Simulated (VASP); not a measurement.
# Be3Si (I4/mmm) in VASP: further runs

The runs below take Be3Si through single point, with PBE.

Program: VASP 6.6.1. These are calculated values, not measurements. Logs are shortened: lines on timing, memory, paths and dates and some standing lists are left out, and cuts for length are marked.

## 1. The structure

The structure is tetragonal, space group I4/mmm (No. 139). Conventional cell: a = 3.411 Å, b = 3.411 Å, c = 6.846 Å, α = 90.00°, β = 90.00°, γ = 90.00°. Be (site symmetry -4m2) is surrounded by 8 Be at 2.41 to 2.42 Å and 4 Si at 2.42 Å. Be (site symmetry 4/mmm) has 4 Si at 2.41 Å and 8 Be at 2.42 Å as nearest neighbours. Si (site symmetry 4/mmm) is surrounded by 12 Be at 2.41 to 2.42 Å.

The cell comes from a database or a generator and needn't be the stable form of this composition.

## 2. Single point, PBE

The input, INCAR:

```
SYSTEM = Be3Si
PREC = Accurate
ENCUT = 520
EDIFF = 1E-6
ISMEAR = 0
SIGMA = 0.1
LREAL = .FALSE.
LASPH = .TRUE.
NELM = 100
ALGO = Normal
ISIF = 2
LWAVE = .FALSE.
LCHARG = .FALSE.
GGA = PE
NBANDS = 13
```

The input, KPOINTS:

```
regular mesh
0
G
  6 6 6
  0 0 0
```

The input, POSCAR:

```
Be3Si
1.0
   -1.7055660000      1.7055660000      3.4231330000
    1.7055660000     -1.7055660000      3.4231330000
    1.7055660000      1.7055660000     -3.4231330000
Be Si
3 1
Direct
    0.7500000000      0.2500000000      0.5000000000
    0.2500000000      0.7500000000      0.5000000000
    0.5000000000      0.5000000000      0.0000000000
    0.0000000000      0.0000000000      0.0000000000
```

Potentials or basis: VASP PAW PBE potentials, release 64 (Be, Si).

Launch:

```
$ cat potpaw_PBE.64/Be/POTCAR potpaw_PBE.64/Si/POTCAR > POTCAR
$ mpirun -np 1 vasp_std > vasp.out
```

OUTCAR:

```text
SYSTEM = Be3Si
   PREC = Accurate
   ENCUT = 520
   EDIFF = 1E-6
   ISMEAR = 0
   LREAL = .FALSE.
   LASPH = .TRUE.
   NELM = 100
   ISIF = 2
   GGA = PE

 ion  position               nearest neighbor table
   1  0.750  0.250  0.500-   4 2.42   4 2.42   4 2.42   4 2.42
   2  0.250  0.750  0.500-   4 2.42   4 2.42   4 2.42   4 2.42
   3  0.500  0.500  0.000-   4 2.41   4 2.41   4 2.41   4 2.41
   4  0.000  0.000  0.000-   3 2.41   3 2.41   3 2.41   3 2.41   1 2.42   1 2.42   2 2.42   2 2.42
                             2 2.42   1 2.42   2 2.42   1 2.42

  LATTYP: Found a body centered tetragonal cell.
 ALAT       =     3.4111320000
 C/A-ratio  =     2.0070363738

  Lattice vectors:

 A1 = (  -1.7055660000,   1.7055660000,   3.4231330000)
 A2 = (   1.7055660000,  -1.7055660000,   3.4231330000)
 A3 = (   1.7055660000,   1.7055660000,  -3.4231330000)

Analysis of symmetry for initial positions (statically):
=====================================================================
 Subroutine PRICEL returns:
 Original cell was already a primitive cell.

 Routine SETGRP: Setting up the symmetry group for a
 body centered tetragonal supercell.

 Subroutine GETGRP returns: Found 16 space group operations
 (whereof 16 operations were pure point group operations)
 out of a pool of 16 trial point group operations.

The static configuration has the point symmetry D_4h.

Analysis of symmetry for dynamics (positions and initial velocities):
=====================================================================
 Subroutine PRICEL returns:
 Original cell was already a primitive cell.

 Routine SETGRP: Setting up the symmetry group for a
 body centered tetragonal supercell.

 Subroutine GETGRP returns: Found 16 space group operations
 (whereof 16 operations were pure point group operations)
 out of a pool of 16 trial point group operations.

The dynamic configuration has the point symmetry D_4h.

 Subroutine INISYM returns: Found 16 space group operations
 (whereof 16 operations are pure point group operations),
 and found     1 'primitive' translations

----------------------------------------------------------------------------------------

                                     Primitive cell

  volume of cell :      39.8310

  direct lattice vectors                    reciprocal lattice vectors
    -1.705566000  1.705566000  3.423133000     0.000000000  0.293157814  0.146065023
     1.705566000 -1.705566000  3.423133000     0.293157814  0.000000000  0.146065023
     1.705566000  1.705566000 -3.423133000     0.293157814  0.293157814  0.000000000

  length of vectors
     4.187570930  4.187570930  4.187570930     0.327530907  0.327530907  0.414587756

  position of ions in fractional coordinates (direct lattice)
     0.750000000  0.250000000  0.500000000
     0.250000000  0.750000000  0.500000000
     0.500000000  0.500000000  0.000000000
     0.000000000  0.000000000  0.000000000

  ion indices of the primitive-cell ions
   primitive index   ion index
                 1           1
                 2           2
                 3           3
                 4           4

----------------------------------------------------------------------------------------

 KPOINTS: regular mesh

Automatic generation of k-mesh.
 Grid dimensions read from file:
 generate k-points for:    6    6    6

 Generating k-lattice:

  Cartesian coordinates                     Fractional coordinates (reciprocal lattice)
     0.000000000  0.048859636  0.024344170     0.166666667  0.000000000 -0.000000000
     0.048859636  0.000000000  0.024344170     0.000000000  0.166666667 -0.000000000
     0.048859636  0.048859636  0.000000000     0.000000000  0.000000000  0.166666667

  Length of vectors
     0.054588484  0.054588484  0.069097959

  Shift w.r.t. Gamma in fractional coordinates (k-lattice)
     0.000000000  0.000000000  0.000000000

 Subroutine IBZKPT returns following result:
 ===========================================

 Found     30 irreducible k-points:

 Following reciprocal coordinates:
            Coordinates               Weight
  0.000000  0.000000  0.000000      1.000000
  0.166667  0.000000 -0.000000      8.000000
  0.333333 -0.000000  0.000000      8.000000
  0.500000  0.000000 -0.000000      4.000000
  0.166667  0.166667  0.000000      8.000000
  0.333333  0.166667  0.000000     16.000000
[... 16 lines left out ...]
 -0.333333 -0.333333  0.166667      8.000000
 -0.166667 -0.333333  0.166667      8.000000
 [... further k-points ...]
   k-points           NKPTS =     30   k-points in BZ     NKDIM =     30   number of bands    NBANDS=     13
   number of dos      NEDOS =    301   number of ions     NIONS =      4
   total plane-waves  NPLWV =  32768
   dimension x,y,z NGX =    32 NGY =   32 NGZ =   32
   dimension x,y,z NGXF=    64 NGYF=   64 NGZF=   64
   ions per type =               3   1
   NGX,Y,Z   is equivalent  to a cutoff of  12.70, 12.70, 12.70 a.u.
   NGXF,Y,Z  is equivalent  to a cutoff of  25.41, 25.41, 25.41 a.u.
 SYSTEM =  Be3Si
   PREC   = accura    normal or accurate (medium, high low for compatibility)
   ISTART =      0    job   : 0-new  1-cont  2-samecut
   ICHARG =      2    charge: 1-file 2-atom 10-const
   ISPIN  =      1    spin polarized calculation?
   LNONCOLLINEAR =      F non collinear calculations
   LSORBIT =      F    spin-orbit coupling
   LASPH  =      T    aspherical Exc in radial PAW
   ENCUT  =  520.0 eV  38.22 Ry    6.18 a.u.   7.79  7.79  7.79*2*pi/ulx,y,z
   NELM   =    100;   NELMIN=  2; NELMDL= -5     # of ELM steps
   EDIFF  = 0.1E-05   stopping-criterion for ELM
   LREAL  =      F    real-space projection
   EDIFFG = 0.1E-04   stopping-criterion for IOM
   NSW    =      0    number of steps for IOM
   IBRION =     -1    ionic relax: 0-MD 1-quasi-New 2-CG
   NFREE  =      0    steps in history (QN), initial steepest desc. (CG)
   ISIF   =      2    stress and relaxation
   ISYM   =      2    0-nonsym 1-usesym 2-fastsym
   POTIM  = 0.5000    time-step for ionic-motion
   TEBEG  =    0.0;   TEEND  =   0.0 temperature during run
   PSTRESS=    0.0 pullay stress
   NELECT =      10.0000    total number of electrons
   NUPDOWN=      -1.0000    fix difference up-down
   EMIN   =  10.00;   EMAX   =-10.00  energy-range for DOS
   EFERMI =   0.00;   METHOD = LEGACY
   ISMEAR =     0;   SIGMA  =   0.10  broadening in eV -4-tet -1-fermi 0-gaus
   EFERMI_NEDOS =   21; number of points for ismear=-14 and -15
   IALGO  =     38    algorithm
   IMIX   =      4    mixing-type and parameters
     AMIX     =   0.40;   BMIX     =  1.00
     AMIX_MAG =   1.60;   BMIX_MAG =  1.00
  volume/ion in A,a.u.               =       9.96        67.20
  Fermi-wavevector in a.u.,A,eV,Ry     =   1.032764  1.951642 14.512003  1.066602
  Thomas-Fermi vector in A             =   2.166978
   LORBIT       =      0    0 simple, 1 ext, 2 COOP (PROOUT), +10 PAW based schemes
   GGA     = PE    functional components
   LHFCALC =     F    Hartree Fock is set to
   AEXX    =    0.0000 exact exchange contribution
   IVDW    =     0    specifies the selected vdW correction
   LEPSILON=     F    determine dielectric tensor
   LRPA    =     F    only Hartree local field effects (RPA)
 non-spin polarized calculation
 Gauss-broadening in eV      SIGMA  =   0.10
  energy-cutoff  :      520.00
  volume of cell :       39.83
 maximum number of plane-waves:      1089
   NGX = 15   NGY = 15   NGZ = 15

 number of electron      10.0000000 magnetization

 Free energy of the ion-electron system (eV)
  ---------------------------------------------------
  ext. energy  EPLUGINS =         0.00000000
  ---------------------------------------------------
  free energy    TOTEN  =       -15.62187573 eV

  energy without entropy =      -15.61395147  energy(sigma->0) =      -15.61791360

 E-fermi :   7.8864     XC(G=0): -10.6673

 val. band max:        7.7922632712   @ k =   0.5000   0.5000   0.1667
 cond. band min:       7.9302280822   @ k =   0.1667   0.1667   0.0000
 fundamental gap:      0.1379648110
 Fermi energy:         7.8864120533

 k-point     1 :       0.0000    0.0000    0.0000
  band No.  band energies     occupation
      1      -4.7663      2.00000
      2       4.5429      2.00000
      3       7.3105      2.00000
      4       7.3105      2.00000
      5       8.0799      0.00621
      6       8.0799      0.00621
      7       8.7665      0.00000
      8       9.0635      0.00000
      9      10.1307      0.00000
     10      12.3946      0.00000
     11      14.9806      0.00000
     12      15.4778      0.00000
     13      15.4778      0.00000

 k-point     2 :       0.1667    0.0000   -0.0000
  band No.  band energies     occupation
      1      -4.4067      2.00000
      2       4.0971      2.00000
      3       4.7507      2.00000
      4       6.5656      2.00000
      5       7.0408      2.00000
      6       9.1730      0.00000
      7       9.6873      0.00000
      8      10.6778      0.00000
      9      11.9341      0.00000
     10      13.0555      0.00000
     11      13.7862      0.00000
     12      15.3662      0.00000
     13      15.8509      0.00000

 k-point     3 :       0.3333   -0.0000    0.0000
  band No.  band energies     occupation
      1      -3.3625      2.00000
      2       1.4115      2.00000
      3       4.0355      2.00000
      4       5.0973      2.00000
      5       7.3219      2.00000
      6      10.3328      0.00000
      7      11.0537      0.00000
      8      11.4193      0.00000
      9      11.7324      0.00000
     10      14.1298      0.00000
     11      15.1168      0.00000
     12      16.9415      0.00000
     13      17.9188      0.00000

 k-point     4 :       0.5000    0.0000   -0.0000
  band No.  band energies     occupation
      1      -2.2260      2.00000
      2      -0.4214      2.00000
      3       4.0389      2.00000
      4       4.4466      2.00000
      5       8.2065      0.00001
      6       8.6711      0.00000
      7      11.0849      0.00000
      8      13.1467      0.00000
      9      13.9050      0.00000
     10      14.8494      0.00000
     11      14.9340      0.00000
     12      16.7241      0.00000
     13      16.9221      0.00000

 k-point     5 :       0.1667    0.1667    0.0000
  band No.  band energies     occupation
      1      -3.9125      2.00000
      2       3.1842      2.00000
      3       4.1966      2.00000
      4       4.4840      2.00000
      5       7.9302      0.53549
      6       8.5894      0.00000
      7      10.5059      0.00000
      8      12.3000      0.00000
      9      12.8070      0.00000
     10      13.1278      0.00000
     11      15.6473      0.00000
     12      16.3860      0.00000
     13      16.4823      0.00000
[... 257 lines left out ...]
 k-point    22 :      -0.1667    0.5000    0.1667
  band No.  band energies     occupation
      1      -2.6504      2.00000
      2       0.5665      2.00000
      3       1.7699      2.00000
      4       6.3481      2.00000
      5       7.3812      2.00000
      6      10.6239      0.00000
      7      11.3157      0.00000
      8      14.0800      0.00000
      9      14.3449      0.00000
     10      14.9185      0.00000
     11      15.5145      0.00000
     12      15.6933      0.00000
     13      16.5354      0.00000

 k-point    23 :      -0.3333   -0.3333    0.1667
  band No.  band energies     occupation
      1      -3.1519      2.00000
      2       0.9225      2.00000
      3       3.4524      2.00000
      4       3.5159      2.00000
      5      10.4464      0.00000
      6      10.5180      0.00000
      7      11.4882      0.00000
      8      12.7222      0.00000
      9      12.8156      0.00000
     10      15.4469      0.00000
     11      16.2991      0.00000
     12      16.3095      0.00000
     13      16.5036      0.00000

 k-point    24 :      -0.1667   -0.3333    0.1667
  band No.  band energies     occupation
      1      -3.8736      2.00000
      2       1.7680      2.00000
      3       3.5838      2.00000
      4       5.7573      2.00000
      5       8.2824      0.00000
      6      10.7245      0.00000
      7      11.6181      0.00000
      8      11.7067      0.00000
      9      13.3535      0.00000
     10      13.7071      0.00000
     11      14.7811      0.00000
     12      15.9493      0.00000
     13      16.1374      0.00000

 [... further k-points ...]

------------------------ aborting loop because EDIFF is reached ----------------------------------------

  FORCE on cell =-STRESS in cart. coord.  units (eV):
  Direction    XX          YY          ZZ          XY          YZ          ZX
  --------------------------------------------------------------------------------------
  -------------------------------------------------------------------------------------
  Total       -0.0362310     -0.0362310     -0.6754820      0.0000000     -0.0000000      0.0000000
  in kB       -1.4573689     -1.4573689    -27.1708705      0.0000000     -0.0000000      0.0000000
  external PRESSURE =     -10.0285361 kB  Pullay stress =       0.0000000 kB

 VOLUME and BASIS-vectors are now :
 -----------------------------------------------------------------------------
  energy-cutoff  :      520.00
  volume of cell :       39.83
      direct lattice vectors                 reciprocal lattice vectors
    -1.705566000  1.705566000  3.423133000     0.000000000  0.293157814  0.146065023
     1.705566000 -1.705566000  3.423133000     0.293157814  0.000000000  0.146065023
     1.705566000  1.705566000 -3.423133000     0.293157814  0.293157814  0.000000000

 POSITION                                       TOTAL-FORCE (eV/Angst)
 -----------------------------------------------------------------------------------
      0.00000      1.70557      1.71157         0.000000      0.000000     -0.000000
      1.70557      0.00000      1.71157        -0.000000      0.000000     -0.000000
      0.00000      0.00000      3.42313        -0.000000     -0.000000      0.000000
      0.00000      0.00000      0.00000        -0.000000     -0.000000      0.000000
 -----------------------------------------------------------------------------------
    total drift:                                0.000000     -0.000000     -0.000000

  FREE ENERGIE OF THE ION-ELECTRON SYSTEM (eV)
  ---------------------------------------------------
  free  energy   TOTEN  =       -15.6218757301 eV

  energy  without entropy=      -15.6139514680  energy(sigma->0) =      -15.61791360
```

Run time: 11 s. Hardware: 1 thread of Intel Xeon Platinum 8488C (Sapphire Rapids), shared host; peak memory 0.16 GiB.

Results:

* Free energy: -15.6219 eV
* Pressure: -1.0 GPa
* Band gap on the k mesh: none (metal or under the smearing width)

Caveat: the k mesh is coarse (spacing up to 0.43 Å⁻¹), so the values aren't converged.

## 3. Single point, PBE

The input, INCAR:

```
ALGO = Normal ; EDIFF = 1E-6
ENCUT = 520 ; GGA = PE
ISIF = 2 ; ISMEAR = 0
LASPH = T ; LCHARG = F
LREAL = F ; LWAVE = F
NBANDS = 13 ; NELM = 100
PREC = Accurate ; SIGMA = 0.1
```

The input, KPOINTS:

```
k-points
0
Gamma
  6 6 6
```

POSCAR is that of step 2.

Potentials or basis: VASP PAW PBE potentials, release 64 (Be, Si).

Launch:

```
$ cat potpaw_PBE.64/Be/POTCAR potpaw_PBE.64/Si/POTCAR > POTCAR
$ mpirun -np 1 vasp_std > vasp.out
```

Wall time 9.7 s (1 thread of Intel Xeon Platinum 8488C (Sapphire Rapids), shared host); peak memory 0.16 GiB.

Results (log left out):

| Property | Result |
| --- | --- |
| Free energy | -15.6219 eV |
| Pressure | -1.0 GPa |
| Band gap on the k mesh | none (metal or under the smearing width) |

Stress tensor (GPa, compression positive):
```
-0.15  0.00  0.00
 0.00 -0.15  0.00
 0.00  0.00 -2.72
```

Levels at points of the mesh, in eV from the Fermi level:
```tsv
k point	band 3	band 4	band 5	band 6	band 7	band 8
(0.00, 0.00, 0.00)	-0.58	-0.58	0.19	0.19	0.88	1.18
(0.50, 0.00, 0.00)	-3.85	-3.44	0.32	0.78	3.20	5.26
(0.50, 0.50, 0.00)	-5.79	-5.09	-3.08	-1.41	2.59	3.07
(0.50, 0.50, 0.50)	-3.21	-3.21	0.90	1.34	7.47	7.50
```

Caveat: the k mesh is coarse (spacing up to 0.43 Å⁻¹), so the values aren't converged.
